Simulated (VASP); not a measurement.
Pb:

```
Pb
1.0
     0.00000    2.47502    2.47502
     2.47502    0.00000    2.47502
     2.47502    2.47502    0.00000
Pb
1
Cartesian
  0.0000 0.0000 0.0000
```

```yaml
Program: VASP 6.6.1
Task: relaxation of cell and atoms
Functional: LDA
Potentials_or_basis: VASP PAW LDA potentials, release 64 (Pb_d)
Cutoff: 600 eV
k_mesh: 14 × 14 × 14
Occupations: gaussian, width 0.1 eV
Spin: no spin polarisation
```

At the start: pressure -1.9 GPa; volume 30.32 Å³/atom.

**Question.** Where does the relaxation end?

**Answer.** Over 3 steps the energy falls by 7.0 meV/atom and the volume is 29.16 Å³/atom (-3.8 %); space group Fm-3m (No. 225, to 0.05 Å).

The path:
| step | energy change (eV) | largest force (eV/Å) | pressure (GPa) | volume (Å³) |
| --- | --- | --- | --- | --- |
| 1 | 0.0000 | 0.0000 | -1.87 | 30.32 |
| 2 | -0.0062 | 0.0000 | 0.69 | 28.80 |
| 3 | -0.0070 | 0.0000 | 0.00 | 29.16 |

Final structure:
```
Pb
1.0
     0.00000    2.44310    2.44310
     2.44310    0.00000    2.44310
     2.44310    2.44310    0.00000
Pb
1
Direct
  0.00000 0.00000 0.00000
```
